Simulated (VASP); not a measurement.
Computed with vdW-DF2, VASP's PBE PAW potentials (set 64) (plane waves; VASP).

A VASP calculation is set up with these files.

File POSCAR:
```
Pd
1.0
  0.0000000000   2.0604653707   2.0604653707
  2.0604653707   0.0000000000   2.0604653707
  2.0604653707   2.0604653707   0.0000000000
Pd
1
Direct
  0.0000000000   0.0000000000   0.0000000000
```

INCAR:
```
PREC=Accurate
SYSTEM=Pd
ZAB_VDW=-1.8867
GGA=ML
ISIF=2   ! forces and stress, cell fixed
LREAL=F   ! projection in real space or not
EDIFF=1E-7   ! SCF stop (eV)
NELM=100
LUSE_VDW=T
LASPH=T
AGGAC=0.0
ENCUT=520
SIGMA=0.1   ! width (eV)
ISMEAR=1
ALGO=Normal   ! blocked Davidson
LCHARG=F
LMAXMIX=4   ! l cut-off of mixed one-centre charges
LWAVE=F
```

KPOINTS:
```
Automatic mesh
0
Gamma
15 15 15
0 0 0
```

POTCAR, in this order: Pd (PBE.64 set). Program: vasp_std.

Q: What will the output report for the number of irreducible k-points (NKPTS), largest plane-wave count, number of space-group operations, FFT grid (NGX, NGY, NGZ)?

A: 
```json
{
  "number of irreducible k-points (NKPTS)": "120",
  "largest_plane_wave_count": "495",
  "number_of_space_group_operations": "48",
  "FFT grid (NGX, NGY, NGZ)": "24 × 24 × 24"
}
```

The compound is Pd in the fcc structure. This cell is one point of a volume scan, at 1.03 of the reference volume.
